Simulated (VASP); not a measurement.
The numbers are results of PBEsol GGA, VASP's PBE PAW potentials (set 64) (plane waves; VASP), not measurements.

Input for VASP

INCAR:
```
! general
SYSTEM  = GaN
PREC    = Accurate
ENCUT   = 520
LREAL   = F
LASPH   = T

! electronic loop
EDIFF   = 1E-6
NELM    = 100
ALGO    = Normal
LMAXMIX = 4

! smearing
ISMEAR  = 0
SIGMA   = 0.05

! functional
GGA     = PS

! ions
IBRION  = 2
NSW     = 60
ISIF    = 3
EDIFFG  = -0.02

! output
LWAVE   = F
LCHARG  = F
```

POSCAR:
```
GaN
1
    3.1794520069     0.0000000000    -0.0000000000
   -1.5897260034     2.7534866137     0.0000000000
   -0.0000000000    -0.0000000000     5.1925758180
Ga N
2 2
Direct
  0.3333330000   0.6666670000   0.9996223005
  0.6666670000   0.3333330000   0.4996223005
  0.3333330000   0.6666670000   0.3753776995
  0.6666670000   0.3333330000   0.8753776995
```

**KPOINTS**
```
Automatic mesh
0
Gamma
7 7 4
0 0 0
```

POTCAR, in this order: Ga_d N (PBE.64 set). Program: vasp_std.

Problem. Estimate the energy per atom (σ→0), volume per atom.

Solution. 
| Quantity | Value |
|---|---|
| energy per atom (σ→0) | -6.567 eV/atom |
| volume per atom | 11.35 Å^3/atom |

### OSZICAR
```
...
   1 F= -.26266866E+02 E0= -.26266866E+02  d E =-.262669E+02
       N       E                     dE             d eps       ncg     rms          rms(c)
DAV:   1    -0.262677190982E+02   -0.85328E-03   -0.40539E-02  1390   0.247E+00    0.179E-01
DAV:   2    -0.262672678583E+02    0.45124E-03   -0.27889E-03  1506   0.986E-01    0.917E-02
DAV:   3    -0.262670620186E+02    0.20584E-03   -0.42642E-04  1786   0.377E-01    0.218E-02
DAV:   4    -0.262670541984E+02    0.78202E-05   -0.93126E-05  1130   0.961E-02    0.525E-03
DAV:   5    -0.262670544398E+02   -0.24142E-06   -0.66994E-06  1258   0.325E-02
   2 F= -.26267054E+02 E0= -.26267054E+02  d E =-.188623E-03
```

The structure was generated: GaN was put into the wurtzite type (P6_3mc), which need not be its known phase. This run relaxes it. Symmetry was kept, so distortions that lower it aren't found. The start is the result of an earlier pass.
